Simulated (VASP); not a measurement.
A VASP calculation is set up with these files.

INCAR:
```
# general
SYSTEM  =  BP
PREC    =  Accurate
ENCUT   =  620
LREAL   =  .False.
LASPH   =  .True.

# electronic loop
EDIFF   =  1E-6
NELM    =  100
ALGO    =  Normal

# smearing
ISMEAR  =  0
SIGMA   =  0.05

# functional
GGA     =  PS

# ions
IBRION  =  2
NSW     =  40
ISIF    =  3
EDIFFG  =  -0.02

# output
LWAVE   =  .False.
LCHARG  =  .False.
```

File KPOINTS:
```
Automatic mesh
0
Gamma
10 10 10
0 0 0
```

POSCAR:
```
BP
1.0
  0.0000000000   2.2605481103   2.2605481103
  2.2605481103   0.0000000000   2.2605481103
  2.2605481103   2.2605481103   0.0000000000
B P
1 1
Cart
  0.0000000000   0.0000000000   0.0000000000
  1.1302740551   1.1302740551   1.1302740551
```

POTCAR, in this order: B P (PBE.64 set). Program: vasp_std.

### Question
Write an equivalent input for Ansatz.

### Answer
One equivalent input (not run):
Ansatz 0.2 input:
```yaml
crystal:
  lattice:
    - [0.0000000, 2.2605481, 2.2605481]
    - [2.2605481, 0.0000000, 2.2605481]
    - [2.2605481, 2.2605481, 0.0000000]
  atoms:
    - { symbol: B, position: [0.0000000, 0.0000000, 0.0000000] }
    - { symbol: P, position: [0.2500000, 0.2500000, 0.2500000] }
kpoints:
  mp_grid: { grid: [10, 10, 10] }
hamiltonian:
  xc: pbesol
  pseudopotentials: { kind: paw }
scf:
  occupations: { method: gaussian, width: 0.05 }
  max_iter: 100
relax:
  max_steps: 40
  f_tol: 0.02
  cell: {}
output: { forces: true, stress: true, eigenvalues: true }
```
The two are equivalent in intent, not identical: each code has its own PAW files, so the cut-off isn't converted (ENCUT is set for VASP's; basis.ecutwfc is left out, and Ansatz then takes the one that its files recommend); Ansatz stops its SCF on the density residual and VASP on the energy change (EDIFF).

The compound is BP in the zinc blende structure. It was relaxed first.
